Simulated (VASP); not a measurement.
All values below come from r2SCAN meta-GGA, VASP's PBE PAW potentials (set 64) (plane waves; VASP).

Input for VASP

### INCAR
```
SYSTEM = Cl
PREC = Accurate
ENCUT = 400
EDIFF = 1E-7
NELM = 100
ALGO = Normal
LREAL = .FALSE.
LASPH = .TRUE.
ISMEAR = 0
SIGMA = 0.01
METAGGA = R2SCAN
LMIXTAU = .TRUE.
LWAVE = .FALSE.
LCHARG = .FALSE.
LOPTICS = .TRUE.
LPEAD = .TRUE.
NBANDS = 54
NEDOS = 1001
CSHIFT = 0.1
```

POSCAR:
```
Cl
1
    3.2469183090    -2.0489764924     0.0000000000
    3.2469183090     2.0489764924    -0.0000000000
    0.0000000000     0.0000000000     8.2930319114
Cl
4
Direct
  0.8818558737   0.1181441263   0.6054474580
  0.1181441263   0.8818558737   0.3945525420
  0.6181441263   0.3818558737   0.1054474580
  0.3818558737   0.6181441263   0.8945525420
```

File KPOINTS:
```
Regular mesh
0
G
 8 8 4
```

POTCAR, in this order: Cl (PBE.64 set). Program: vasp_std.

Output

File OSZICAR:
```
       N       E                     dE             d eps       ncg     rms          rms(c)
DAV:   1     0.115951432531E+03    0.11595E+03   -0.91446E+03  6812   0.366E+02
DAV:   2    -0.251643293076E+02   -0.14112E+03   -0.13330E+03  8562   0.109E+02
DAV:   3    -0.325114695471E+02   -0.73471E+01   -0.72646E+01  8232   0.242E+01
DAV:   4    -0.325650303412E+02   -0.53561E-01   -0.53549E-01  8154   0.221E+00
DAV:   5    -0.325656013264E+02   -0.57099E-03   -0.57098E-03  8124   0.221E-01    0.168E+01
DAV:   6    -0.285589160361E+02    0.40067E+01   -0.61585E-01  7482   0.286E+00    0.110E+01
DAV:   7    -0.199823821597E+02    0.85765E+01   -0.22833E+00  7796   0.487E+00    0.375E+00
DAV:   8    -0.233688485249E+02   -0.33865E+01   -0.60401E-01  7380   0.241E+00    0.157E+00
DAV:   9    -0.248420432570E+02   -0.14732E+01   -0.36209E-01  6858   0.223E+00    0.509E-01
DAV:  10    -0.245695900755E+02    0.27245E+00   -0.11711E-01  6882   0.135E+00    0.551E-01
DAV:  11    -0.245596745455E+02    0.99155E-02   -0.28119E-02  7188   0.715E-01    0.451E-01
DAV:  12    -0.245918864431E+02   -0.32212E-01   -0.18648E-02  7020   0.570E-01    0.245E-01
DAV:  13    -0.245779393680E+02    0.13947E-01   -0.12852E-02  7080   0.462E-01    0.104E-01
DAV:  14    -0.245945843363E+02   -0.16645E-01   -0.48157E-03  7080   0.285E-01    0.895E-02
DAV:  15    -0.245942697809E+02    0.31456E-03   -0.16604E-03  7310   0.169E-01    0.587E-02
DAV:  16    -0.245947638628E+02   -0.49408E-03   -0.72089E-05  7758   0.334E-02    0.440E-02
DAV:  17    -0.245948016971E+02   -0.37834E-04   -0.54227E-06  7868   0.854E-03    0.350E-02
DAV:  18    -0.245955124325E+02   -0.71074E-03   -0.29488E-04  7074   0.695E-02    0.141E-02
DAV:  19    -0.245955356237E+02   -0.23191E-04   -0.12329E-05  7642   0.128E-02    0.117E-02
DAV:  20    -0.245955357038E+02   -0.80116E-07   -0.62599E-07  8150   0.314E-03
   1 F= -.24595536E+02 E0= -.24595536E+02  d E =-.639868E-17
 imaginary and real dielectric function
```

File OUTCAR:
```
------------------------ aborting loop because EDIFF is reached ----------------------------------------
  FORCE on cell =-STRESS in cart. coord.  units (eV):
  Direction    XX          YY          ZZ          XY          YZ          ZX
  --------------------------------------------------------------------------------------
  Total       -0.0120193      0.0183259     -0.0092899      0.0000000      0.0000000      0.0000000
  in kB       -0.1745167      0.2660873     -0.1348868      0.0000000      0.0000000      0.0000000
  external PRESSURE =      -0.0144388 kB  Pullay stress =       0.0000000 kB
  volume of cell :      110.34
      direct lattice vectors                 reciprocal lattice vectors
     3.246918309 -2.048976492  0.000000000     0.153992171 -0.244024274  0.000000000
     3.246918309  2.048976492  0.000000000     0.153992171  0.244024274  0.000000000
     0.000000000  0.000000000  8.293031911     0.000000000  0.000000000  0.120583161
 POSITION                                       TOTAL-FORCE (eV/Angst)
 -----------------------------------------------------------------------------------
      3.24692     -1.56483      5.02100         0.000000     -0.000785     -0.000648
      3.24692      1.56483      3.27204         0.000000      0.000785      0.000648
      3.24692     -0.48415      0.87448         0.000000      0.000785     -0.000648
      3.24692      0.48415      7.41855         0.000000     -0.000785      0.000648
 -----------------------------------------------------------------------------------
    total drift:                                0.000000     -0.000000      0.000000
  FREE ENERGIE OF THE ION-ELECTRON SYSTEM (eV)
  ---------------------------------------------------
  free  energy   TOTEN  =       -24.5955357038 eV

  energy  without entropy=      -24.5955357038  energy(sigma->0) =      -24.59553570

 plasma frequency squared (from intraband transitions) (eV^2)
  --------------------------------------------------------------------------------------
       0.000       0.000       0.000
       0.000       0.000       0.000
       0.000       0.000       0.000

 plasma frequency squared (from interband transitions, int dw w eps(2)(w)) (eV^2)
  --------------------------------------------------------------------------------------
     300.966       0.000       0.000       0.000       0.000       0.000
       0.000       0.000     303.171       0.000       0.000      -0.000
       0.000       0.000       0.000       0.000     307.110       0.000
```
(Selected blocks of OUTCAR.)

The dielectric response may not be converged in the k-mesh; for small gaps it tends to come out too large.

The structure comes from a computed database's Cl entry (Cmce); how it stands against other phases isn't given here. It was relaxed first.
